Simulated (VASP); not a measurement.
A convergence study with VASP on EuS (rock salt): a few settings are varied, all else stays as given below, so the limit is that of these other settings.

```
CELL_PARAMETERS angstrom
      0.00000     2.98500     2.98500
      2.98500     0.00000     2.98500
      2.98500     2.98500     0.00000
ATOMIC_POSITIONS crystal
  Eu 0.00000 0.00000 0.00000
  S  0.50000 0.50000 0.50000
```

These are HSE06 screened hybrid, VASP's PBE PAW potentials (set 64) (plane waves; VASP 6.6.1) values and carry that method's errors. The last row used: 520 eV cut-off, 4×4×4 Γ-centred mesh, Gaussian smearing of 0.050 eV, potentials Eu_2 S.

The 4f electrons are frozen in the core of the lanthanide potential, so 4f levels, which can set the real gap, and their magnetism are missing. Gaps are read on the run's mesh, which can miss a band edge.

```
setting                           E (eV/atom)  pressure (GPa)  gap on the mesh (eV)  electronic steps
--------------------------------  -----------  --------------  --------------------  ----------------
ENCUT = 300, PRECFOCK = Fast          -6.0438           -3.64                 3.022                19
ENCUT = 400, PRECFOCK = Fast          -6.0444           -3.55                 3.021                20
ENCUT = 520, PRECFOCK = Fast          -6.0447           -3.56                 3.022                20
ENCUT = 300, PRECFOCK = Normal        -6.0436           -3.65                 3.023                20
ENCUT = 400, PRECFOCK = Normal        -6.0441           -3.55                 3.021                20
ENCUT = 520, PRECFOCK = Normal        -6.0444           -3.56                 3.022                20
ENCUT = 300, PRECFOCK = Accurate      -6.0436           -3.64                 3.023                20
ENCUT = 400, PRECFOCK = Accurate      -6.0441           -3.55                 3.021                20
ENCUT = 520, PRECFOCK = Accurate      -6.0444           -3.56                 3.022                20
```

Left out are rungs that failed or repeat a setting and relaxations that didn't move; long series are thinned to 24 rows.

The compound is EuS in the rock salt structure. The cell was not relaxed at this level.
